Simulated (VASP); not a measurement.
# MnB: structure and properties in VASP, part 4 of 10

What structure does MnB take at this level, and what are its properties? The start is a cell from a database of measured crystal structures.

VASP 6.6.1; PBEsol, DFT+U (Mn d 3 eV), spin-polarised from a ferromagnetic start; plane waves and PAW (Mn_pv, B).

Still holding for the runs below: The magnetic state follows from one typed start and may not be the lowest. The k-mesh is coarse for a metal. A U on the itinerant d states of such a compound is hard to justify; it moves the bands at the Fermi level and favours large moments.

So far, moment of the cell, from the last line of the log (μB): step 2 (relaxing cell and atoms (PBEsol + U)) 11.8; step 3 (k-mesh 4×8×5) 11.6.

## 4. Density, ELF and potential (PBEsol + U)

A single point on the relaxed cell gives a clean self-consistent state, with density, ELF and potential written out.

The input, INCAR:

```
SYSTEM = MnB
PREC = Accurate
ENCUT = 420
EDIFF = 1E-06
NELM = 100
ISMEAR = 0
SIGMA = 0.05
LREAL = .FALSE.
ALGO = Normal
GGA = PS
NBANDS = 54
ISPIN = 2
MAGMOM = 4 4 4 4 0 0 0 0
LDAU = .TRUE.
LDAUTYPE = 2
LDAUL = 2 -1
LDAUU = 3 0
LDAUJ = 0 0
LDAUPRINT = 1
LASPH = .TRUE.
LMAXMIX = 4
LORBIT = 11
LWAVE = .FALSE.
LCHARG = .TRUE.
ISIF = 2
LELF = .TRUE.
LVHAR = .TRUE.
```

The input, POSCAR:

```
MnB
1.0
    5.7738752562      0.0000000000      0.0000000000
    0.0000000000      2.9376891469      0.0000000000
    0.0000000000      0.0000000000      4.2347672237
Mn B
4 4
Direct
    0.1779605663      0.2500000000      0.1201939108
    0.3220394337      0.7500000000      0.6201939108
    0.6779605663      0.2500000000      0.3798060892
    0.8220394337      0.7500000000      0.8798060892
    0.0327092485      0.2500000000      0.6094652426
    0.4672907515      0.7500000000      0.1094652426
    0.5327092485      0.2500000000      0.8905347574
    0.9672907515      0.7500000000      0.3905347574
```

The input, KPOINTS:

```
Automatic mesh
0
Gamma
4 8 5
0 0 0
```

PAW data sets: Mn_pv and B (PBE family, release 64).

Command:

```
mpirun -np 4 vasp_std
```

Log:

```text
[banner, memory and clock lines left out]
running    4 mpi-ranks, on    1 nodes
 distrk:  each k-point on    4 cores,    1 groups
 distr:  one band on    1 cores,    4 groups

 POSCAR found type information on POSCAR MnB
 POSCAR found :  2 types and       8 ions
 [... a notice as in an earlier step ...]

 LDA part: xc-table for (Slater+PW92), standard interpolation
|                                                                             |
|           W    W    AA    RRRRR   N    N  II  N    N   GGGG   !!!           |
|           W    W   A  A   R    R  NN   N  II  NN   N  G    G  !!!           |
|           W    W  A    A  R    R  N N  N  II  N N  N  G       !!!           |
|           W WW W  AAAAAA  RRRRR   N  N N  II  N  N N  G  GGG   !            |
|           WW  WW  A    A  R   R   N   NN  II  N   NN  G    G                |
|           W    W  A    A  R    R  N    N  II  N    N   GGGG   !!!           |
|                                                                             |
|     The number of bands has been changed from the values supplied in        |
|     The orbitals not found in the WAVECAR file will be initialized with     |
|     random numbers, which is usually adequate. For correlated               |
|     calculations, however, you should redo the groundstate calculation.     |
|     I found NBANDS = 54. Now, NBANDS = 56.                                  |
|                                                                             |

 POSCAR, INCAR and KPOINTS ok, starting setup
 FFT: planning ... GRIDC
 FFT: planning ... GRID_SOFT
 FFT: planning ... GRID
 WAVECAR not read
 entering main loop
       N       E                     dE             d eps       ncg     rms          rms(c)
DAV:   1     0.706939323259E+03    0.70694E+03   -0.28516E+04 10232   0.126E+03
DAV:   2    -0.166506463864E+02   -0.72359E+03   -0.67409E+03 10080   0.406E+02
DAV:   3    -0.702666978218E+02   -0.53616E+02   -0.51733E+02 11096   0.122E+02
DAV:   4    -0.712126874495E+02   -0.94599E+00   -0.94232E+00 11296   0.165E+01
DAV:   5    -0.712221367651E+02   -0.94493E-02   -0.94488E-02 10888   0.170E+00    0.419E+01
DAV:   6    -0.631866677135E+02    0.80355E+01   -0.51327E+01 11624   0.696E+01    0.299E+01
DAV:   7    -0.594555155599E+02    0.37312E+01   -0.18925E+01 11272   0.379E+01    0.116E+01
DAV:   8    -0.596127266248E+02   -0.15721E+00   -0.72511E-01 10992   0.372E+00    0.589E+00
DAV:   9    -0.596246302781E+02   -0.11904E-01   -0.17075E-01 11672   0.298E+00    0.272E+00
DAV:  10    -0.596474301857E+02   -0.22800E-01   -0.10066E-01 11072   0.200E+00    0.130E+00
DAV:  11    -0.596567661496E+02   -0.93360E-02   -0.83720E-03 11184   0.852E-01    0.322E-01
DAV:  12    -0.596573574237E+02   -0.59127E-03   -0.15842E-03 10744   0.231E-01    0.124E-01
DAV:  13    -0.596573929020E+02   -0.35478E-04   -0.87081E-05 11768   0.526E-02    0.682E-02
DAV:  14    -0.596573961182E+02   -0.32163E-05   -0.16824E-05 11200   0.291E-02    0.242E-02
DAV:  15    -0.596573998129E+02   -0.36947E-05   -0.45508E-06 10480   0.156E-02    0.548E-03
DAV:  16    -0.596574001263E+02   -0.31331E-06   -0.55947E-07  5680   0.410E-03
   1 F= -.59657400E+02 E0= -.59656039E+02  d E =-.272131E-02  mag=    11.6146
```

The job ended after 28 s (4 MPI ranks of Intel Xeon 6975P-C (Granite Rapids), shared host; peak memory 0.63 GiB; 1.8 min of CPU time).

From OUTCAR (step 4):

```text
  LATTYP: Found a simple orthorhombic cell.
 ALAT       =     2.9376891469
 B/A-ratio  =     1.4415300639
 C/A-ratio  =     1.9654479993

 Found     45 irreducible k-points:

   k-points           NKPTS =     45   k-points in BZ     NKDIM =     45   number of bands    NBANDS=     56

   ENCUT  =  420.0 eV  30.87 Ry    5.56 a.u.   9.65  4.91  7.08*2*pi/ulx,y,z

   NELECT =      64.0000    total number of electrons

atom =   1  type =  1  l = 2

 onsite density matrix

spin component  1

  0.7647  0.0349 -0.0000 -0.0000  0.0000
  0.0349  0.8559  0.0000 -0.0000 -0.0000
 -0.0000  0.0000  0.8230 -0.0058 -0.0010
 -0.0000 -0.0000 -0.0058  0.8136  0.0092
  0.0000 -0.0000 -0.0010  0.0092  0.8928

spin component  2

  0.2351 -0.0186  0.0000 -0.0000 -0.0000
 -0.0186  0.2098 -0.0000 -0.0000  0.0000
  0.0000 -0.0000  0.2018 -0.0015 -0.0053
 -0.0000 -0.0000 -0.0015  0.2050 -0.0035
 -0.0000  0.0000 -0.0053 -0.0035  0.1604

 occupancies and eigenvectors

  o =  0.1595  v =  0.0000  0.0000  0.0000  0.0000  0.0000  0.0000 -0.0000  0.1269  0.0809  0.9886      0.0000  0.0000  0.0000  0.0000  0.0000  0.0000  0.0000  0.0000  0.0000  0.0000
  o =  0.2000  v =  0.0000  0.0000  0.0000  0.0000  0.0000  0.4678  0.8838 -0.0000  0.0000  0.0000      0.0000  0.0000  0.0000  0.0000  0.0000  0.0000  0.0000  0.0000  0.0000  0.0000
  o =  0.2021  v =  0.0000  0.0000  0.0000  0.0000  0.0000  0.0000  0.0000  0.9354  0.3217 -0.1464      0.0000  0.0000  0.0000  0.0000  0.0000  0.0000  0.0000  0.0000  0.0000  0.0000
  o =  0.2057  v =  0.0000  0.0000  0.0000  0.0000  0.0000  0.0000  0.0000  0.3299 -0.9434  0.0349      0.0000  0.0000  0.0000  0.0000  0.0000  0.0000  0.0000  0.0000  0.0000  0.0000
  o =  0.2449  v =  0.0000  0.0000  0.0000  0.0000  0.0000 -0.8838  0.4678 -0.0000  0.0000  0.0000      0.0000  0.0000  0.0000  0.0000  0.0000  0.0000  0.0000  0.0000  0.0000  0.0000
  o =  0.7528  v = -0.9471  0.3210 -0.0000 -0.0000  0.0000  0.0000  0.0000  0.0000  0.0000  0.0000      0.0000  0.0000  0.0000  0.0000  0.0000  0.0000  0.0000  0.0000  0.0000  0.0000
  o =  0.8101  v =  0.0000  0.0000  0.4006  0.9112 -0.0965  0.0000  0.0000  0.0000  0.0000  0.0000      0.0000  0.0000  0.0000  0.0000  0.0000  0.0000  0.0000  0.0000  0.0000  0.0000
  o =  0.8254  v =  0.0000 -0.0000 -0.9159  0.3955 -0.0681  0.0000  0.0000  0.0000  0.0000  0.0000      0.0000  0.0000  0.0000  0.0000  0.0000  0.0000  0.0000  0.0000  0.0000  0.0000
  o =  0.8677  v = -0.3210 -0.9471  0.0000  0.0000 -0.0000  0.0000  0.0000  0.0000  0.0000  0.0000      0.0000  0.0000  0.0000  0.0000  0.0000  0.0000  0.0000  0.0000  0.0000  0.0000
  o =  0.8938  v =  0.0000  0.0000  0.0239 -0.1156 -0.9930  0.0000  0.0000  0.0000  0.0000  0.0000      0.0000  0.0000  0.0000  0.0000  0.0000  0.0000  0.0000  0.0000  0.0000  0.0000

atom =   2  type =  1  l = 2

 onsite density matrix

spin component  1

  0.7647 -0.0349 -0.0000  0.0000 -0.0000
 -0.0349  0.8559 -0.0000 -0.0000  0.0000
 -0.0000 -0.0000  0.8230  0.0058 -0.0010
  0.0000 -0.0000  0.0058  0.8136 -0.0092
 -0.0000  0.0000 -0.0010 -0.0092  0.8928

spin component  2

  0.2351  0.0186  0.0000  0.0000 -0.0000
  0.0186  0.2098  0.0000  0.0000 -0.0000
  0.0000  0.0000  0.2018  0.0015 -0.0053
  0.0000  0.0000  0.0015  0.2050  0.0035
 -0.0000 -0.0000 -0.0053  0.0035  0.1604

 occupancies and eigenvectors

  o =  0.1595  v =  0.0000  0.0000  0.0000  0.0000  0.0000  0.0000  0.0000  0.1269 -0.0809  0.9886      0.0000  0.0000  0.0000  0.0000  0.0000  0.0000  0.0000  0.0000  0.0000  0.0000
  o =  0.2000  v =  0.0000  0.0000  0.0000  0.0000  0.0000 -0.4678  0.8838  0.0000  0.0000 -0.0000      0.0000  0.0000  0.0000  0.0000  0.0000  0.0000  0.0000  0.0000  0.0000  0.0000
  o =  0.2021  v =  0.0000  0.0000  0.0000  0.0000  0.0000  0.0000 -0.0000  0.9354 -0.3217 -0.1464      0.0000  0.0000  0.0000  0.0000  0.0000  0.0000  0.0000  0.0000  0.0000  0.0000
  o =  0.2057  v =  0.0000  0.0000  0.0000  0.0000  0.0000  0.0000  0.0000 -0.3299 -0.9434 -0.0349      0.0000  0.0000  0.0000  0.0000  0.0000  0.0000  0.0000  0.0000  0.0000  0.0000
  o =  0.2449  v =  0.0000  0.0000  0.0000  0.0000  0.0000 -0.8838 -0.4678 -0.0000 -0.0000  0.0000      0.0000  0.0000  0.0000  0.0000  0.0000  0.0000  0.0000  0.0000  0.0000  0.0000
  o =  0.7528  v = -0.9471 -0.3210 -0.0000  0.0000 -0.0000  0.0000  0.0000  0.0000  0.0000  0.0000      0.0000  0.0000  0.0000  0.0000  0.0000  0.0000  0.0000  0.0000  0.0000  0.0000
  o =  0.8101  v =  0.0000 -0.0000  0.4006 -0.9112 -0.0965  0.0000  0.0000  0.0000  0.0000  0.0000      0.0000  0.0000  0.0000  0.0000  0.0000  0.0000  0.0000  0.0000  0.0000  0.0000
  o =  0.8254  v =  0.0000 -0.0000  0.9159  0.3955  0.0681  0.0000  0.0000  0.0000  0.0000  0.0000      0.0000  0.0000  0.0000  0.0000  0.0000  0.0000  0.0000  0.0000  0.0000  0.0000
  o =  0.8677  v =  0.3210 -0.9471 -0.0000  0.0000 -0.0000  0.0000  0.0000  0.0000  0.0000  0.0000      0.0000  0.0000  0.0000  0.0000  0.0000  0.0000  0.0000  0.0000  0.0000  0.0000
  o =  0.8938  v =  0.0000  0.0000  0.0239  0.1156 -0.9930  0.0000  0.0000  0.0000  0.0000  0.0000      0.0000  0.0000  0.0000  0.0000  0.0000  0.0000  0.0000  0.0000  0.0000  0.0000

atom =   3  type =  1  l = 2

 onsite density matrix

spin component  1

  0.7647 -0.0349  0.0000 -0.0000  0.0000
 -0.0349  0.8559  0.0000  0.0000  0.0000
  0.0000  0.0000  0.8230  0.0058 -0.0010
[...]
-0.0000  0.0000 -0.0058  0.8136  0.0092
  0.0000 -0.0000 -0.0010  0.0092  0.8928

spin component  2

  0.2351 -0.0186 -0.0000  0.0000  0.0000
 -0.0186  0.2098  0.0000 -0.0000  0.0000
 -0.0000  0.0000  0.2018 -0.0015 -0.0053
  0.0000 -0.0000 -0.0015  0.2050 -0.0035
  0.0000  0.0000 -0.0053 -0.0035  0.1604

 occupancies and eigenvectors

  o =  0.1595  v =  0.0000  0.0000  0.0000  0.0000  0.0000  0.0000  0.0000 -0.1269 -0.0809 -0.9886      0.0000  0.0000  0.0000  0.0000  0.0000  0.0000  0.0000  0.0000  0.0000  0.0000
  o =  0.2000  v =  0.0000  0.0000  0.0000  0.0000  0.0000  0.4678  0.8838  0.0000 -0.0000 -0.0000      0.0000  0.0000  0.0000  0.0000  0.0000  0.0000  0.0000  0.0000  0.0000  0.0000
  o =  0.2021  v =  0.0000  0.0000  0.0000  0.0000  0.0000  0.0000 -0.0000  0.9354  0.3217 -0.1464      0.0000  0.0000  0.0000  0.0000  0.0000  0.0000  0.0000  0.0000  0.0000  0.0000
  o =  0.2057  v =  0.0000  0.0000  0.0000  0.0000  0.0000  0.0000  0.0000 -0.3299  0.9434 -0.0349      0.0000  0.0000  0.0000  0.0000  0.0000  0.0000  0.0000  0.0000  0.0000  0.0000
  o =  0.2449  v =  0.0000  0.0000  0.0000  0.0000  0.0000 -0.8838  0.4678  0.0000 -0.0000 -0.0000      0.0000  0.0000  0.0000  0.0000  0.0000  0.0000  0.0000  0.0000  0.0000  0.0000
  o =  0.7528  v = -0.9471  0.3210  0.0000 -0.0000  0.0000  0.0000  0.0000  0.0000  0.0000  0.0000      0.0000  0.0000  0.0000  0.0000  0.0000  0.0000  0.0000  0.0000  0.0000  0.0000
  o =  0.8101  v =  0.0000 -0.0000 -0.4006 -0.9112  0.0965  0.0000  0.0000  0.0000  0.0000  0.0000      0.0000  0.0000  0.0000  0.0000  0.0000  0.0000  0.0000  0.0000  0.0000  0.0000
  o =  0.8254  v =  0.0000  0.0000 -0.9159  0.3955 -0.0681  0.0000  0.0000  0.0000  0.0000  0.0000      0.0000  0.0000  0.0000  0.0000  0.0000  0.0000  0.0000  0.0000  0.0000  0.0000
  o =  0.8677  v = -0.3210 -0.9471 -0.0000  0.0000 -0.0000  0.0000  0.0000  0.0000  0.0000  0.0000      0.0000  0.0000  0.0000  0.0000  0.0000  0.0000  0.0000  0.0000  0.0000  0.0000
  o =  0.8938  v =  0.0000  0.0000 -0.0239  0.1156  0.9930  0.0000  0.0000  0.0000  0.0000  0.0000      0.0000  0.0000  0.0000  0.0000  0.0000  0.0000  0.0000  0.0000  0.0000  0.0000

 E-fermi :   9.2277

 spin component 1
 k-point     1 :       0.0000    0.0000    0.0000
  band No.  band energies     occupation
    ...
     34       7.1894      1.00000
     35       7.2257      1.00000
     36       7.5537      1.00000
     37       8.0080      1.00000
     38       8.2878      1.00000
     39      10.6503      0.00000
     40      11.0523      0.00000
     41      11.4627      0.00000
     42      11.4629      0.00000
     43      13.4387      0.00000
    ...

 k-point     2 :       0.2500    0.0000    0.0000
  band No.  band energies     occupation
    ...
     34       7.2469      1.00000
     35       7.4023      1.00000
     36       7.4577      1.00000
     37       7.9023      1.00000
     38       9.0747      0.99999
     39      10.7091      0.00000
     40      11.0045      0.00000
     41      11.0616      0.00000
     42      11.1256      0.00000
     43      13.8506      0.00000
    ...

 k-point     3 :       0.5000    0.0000    0.0000
  band No.  band energies     occupation
    ...
     32       6.7428      1.00000
     33       6.9080      1.00000
     34       6.9080      1.00000
     35       7.3264      1.00000
     36       7.3264      1.00000
     37       9.3159      0.00630
     38       9.3159      0.00630
     39      10.2367      0.00000
     40      10.2367      0.00000
     41      10.9981      0.00000
    ...

 k-point     4 :       0.0000    0.1250    0.0000
  band No.  band energies     occupation
    ...
     34       7.1951      1.00000
     35       7.3918      1.00000
     36       7.4033      1.00000
     37       8.3928      1.00000
     38       8.5621      1.00000
     39      10.6177      0.00000
     40      10.6871      0.00000
     41      11.4884      0.00000
     42      11.5416      0.00000
     43      13.4114      0.00000
    ...

  Total        0.0044071      0.0147732      0.0116670      0.0000000      0.0000000      0.0000000
  in kB        0.0983007      0.3295214      0.2602367      0.0000000      0.0000000      0.0000000
  external PRESSURE =       0.2293529 kB  Pullay stress =       0.0000000 kB

  energy-cutoff  :      420.00
  volume of cell :       71.83
      direct lattice vectors                 reciprocal lattice vectors
     5.773875256  0.000000000  0.000000000     0.173193905  0.000000000  0.000000000
     0.000000000  2.937689147  0.000000000     0.000000000  0.340403613  0.000000000
     0.000000000  0.000000000  4.234767224     0.000000000  0.000000000  0.236140488

 POSITION                                       TOTAL-FORCE (eV/Angst)
 -----------------------------------------------------------------------------------
      1.02752      0.73442      0.50899        -0.000218      0.000000      0.002906
      1.85942      2.20327      2.62638         0.000218     -0.000000      0.002906
      3.91446      0.73442      1.60839        -0.000218     -0.000000     -0.002906
      4.74635      2.20327      3.72577         0.000218     -0.000000     -0.002906
      0.18886      0.73442      2.58094        -0.003377     -0.000000     -0.000417
      2.69808      2.20327      0.46356         0.003377     -0.000000     -0.000417
      3.07580      0.73442      3.77121        -0.003377     -0.000000      0.000417
      5.58502      2.20327      1.65382         0.003377     -0.000000      0.000417
 -----------------------------------------------------------------------------------
    total drift:                               -0.000000      0.000000      0.000000

  FREE ENERGIE OF THE ION-ELECTRON SYSTEM (eV)
  ---------------------------------------------------
  free  energy   TOTEN  =       -59.6574001263 eV

  energy  without entropy=      -59.6546788184  energy(sigma->0) =      -59.65603947

 total charge
# of ion       s       p       d       tot
------------------------------------------
    1        0.320   6.380   5.130  11.830
    2        0.320   6.380   5.130  11.830
    3        0.320   6.380   5.130  11.830
    4        0.320   6.380   5.130  11.830
    5        0.681   1.236   0.000   1.917
    6        0.681   1.236   0.000   1.917
    7        0.681   1.236   0.000   1.917
    8        0.681   1.236   0.000   1.917
--------------------------------------------------
tot          4.003  30.465  20.521  54.989

[... 5 parts as in an earlier step ...]

[... 10 further parts left out ...]
```

With spin, VASP writes an ELF for each channel.

Numbers from this step:

```yaml
scf_cycles: 16
bands: 56
free_energy_toten: -59.6574 eV
energy_at_zero_smearing: -59.6560 eV
pressure: 0.02294 GPa
```

Valence electrons inside each PAW sphere by angular momentum. Sphere charges, by row:

```
atom  s (e)  p (e)  d (e)  tot (e)
 Mn1   0.32   6.38   5.13    11.83
 Mn2   0.32   6.38   5.13    11.83
 Mn3   0.32   6.38   5.13    11.83
 Mn4   0.32   6.38   5.13    11.83
  B5  0.681  1.236      0    1.917
  B6  0.681  1.236      0    1.917
  B7  0.681  1.236      0    1.917
  B8  0.681  1.236      0    1.917
```

Spin density in the ac plane at fractional y = 0.250, with atoms of Mn and B within 0.2 Å of it.

Values in e/Å³, 11 rows by 16 columns, each cell a mean:
```
 0.0  0.1  0.3  0.3  0.1  0.0  0.0 -0.1 -0.1 -0.1 -0.1  0.0  0.0  0.0  0.0  0.0
 0.0  0.0  0.0  0.0  0.0  0.0 -0.1 -0.1 -0.1 -0.1 -0.1  0.0  0.0  0.0  0.0  0.0
-0.1 -0.1 -0.1  0.0  0.0  0.0  0.0 -0.1 -0.1 -0.1 -0.1  0.0  0.0  0.0  0.0 -0.1
-0.1 -0.1 -0.1  0.0  0.0  0.0  0.0  0.0  0.0  0.0  0.0  0.0  0.0  0.0 -0.1 -0.1
-0.1 -0.1 -0.1  0.0  0.0  0.0  0.0  0.0  0.0  0.1  0.3  0.3  0.1  0.0  0.0 -0.1
 0.0 -0.1  0.0  0.0  0.0  0.0  0.0  0.0  0.1  0.6  1.9  2.1  0.8  0.2  0.0  0.0
 0.0  0.0  0.0  0.0  0.0  0.0  0.0  0.0  0.2  1.2  3.8  4.3  1.8  0.3  0.0  0.0
 0.0  0.1  0.4  0.4  0.2  0.0  0.0  0.0  0.1  0.7  2.2  2.6  1.0  0.2  0.0  0.0
 0.1  0.7  2.2  2.5  1.0  0.2  0.0  0.0  0.0  0.1  0.4  0.4  0.2  0.0  0.0  0.0
 0.2  1.3  3.8  4.3  1.8  0.3  0.0  0.0  0.0  0.0  0.0  0.0  0.0  0.0  0.0  0.0
 0.1  0.6  1.8  2.1  0.8  0.1  0.0  0.0  0.0 -0.1  0.0  0.0  0.0  0.0  0.0  0.0
```
Columns run along a (5.8 Å), rows up along c (4.2 Å). Atoms in or near the plane, at fractional coordinates: Mn at (0.18, 0.12), Mn at (0.68, 0.38), B at (0.03, 0.61), B at (0.53, 0.89).

Valence density in the ac plane at fractional y = 0.250, with atoms of Mn and B within 0.2 Å of it. It is the smooth field of the valence electrons, not physical close to the nuclei.

Ten steps, logarithmic in the rise over the least value, from '_' (0 e/Å³) to '@' (15 e/Å³), each cell a mean:
```
..::--==::..::--::::::..________
..::....__..::--::::::..____....
--::::..____..::::::::..____..::
::::::..____......::....__..::--
::::::..________..::====::..::--
----::..________..++%%%%**--::::
::::::..________::##@@@@%%==....
..::====--..____::++%%%%**--____
..**%%%%##::____..::====--..____
::##@@@@%%--....::::::..________
..++%%%%**::::::----::..________
```
Columns run along a (5.8 Å), rows up along c (4.2 Å). Atoms in or near the plane, at fractional coordinates: Mn at (0.18, 0.12), Mn at (0.68, 0.38), B at (0.03, 0.61), B at (0.53, 0.89).

Electrostatic potential energy in the ac plane at fractional y = 0.250, with atoms of Mn and B within 0.2 Å of it. With pseudopotentials it is smooth inside the atoms' cores, unlike the true potential.

Ten even steps from '_' (-50 eV) to '@' (2 eV), each cell a mean:
```
@@%%++++##@@%%==##++++@@@@@@@@@@
@@@@@@@@@@@@%%==**++**@@@@@@@@@@
++**%%@@@@@@@@##++**%%@@@@@@@@##
##++**@@@@@@@@@@@@@@@@@@@@@@%%==
##++++@@@@@@@@@@@@%%++++##@@%%==
==++%%@@@@@@@@@@%%==....--##%%##
@@%%%%@@@@@@@@@@##::____..**@@@@
@@##++==**@@@@@@%%--____--##@@@@
%%--____::##@@@@@@##++==**@@@@@@
##::____..**@@@@@@%%%%@@@@@@@@@@
%%==....--##%%##==++%%@@@@@@@@@@
```
Columns run along a (5.8 Å; values clipped at the 3rd and 97th percentile), rows up along c (4.2 Å). Atoms in or near the plane, at fractional coordinates: Mn at (0.18, 0.12), Mn at (0.68, 0.38), B at (0.03, 0.61), B at (0.53, 0.89).

In this run the pressure is 0.02 GPa, small enough to go on.

(Part 4 of 10 ends here.)

[Lines on the potential files, build, host, timing and source positions are cut from VASP's logs without a mark.]

[Logs are printed without paths, hosts, clocks, repeated set-up lines and the standing remarks that a program may print on its own settings, such as how far it seeks lower states.]

[Hosts, paths, dates, database ids (printed as entryN), source tags and the programs' standing remarks are cut or masked in the printed files.]

[A measured line is paired with the nearest computed mode of its activity, which favours agreement.]
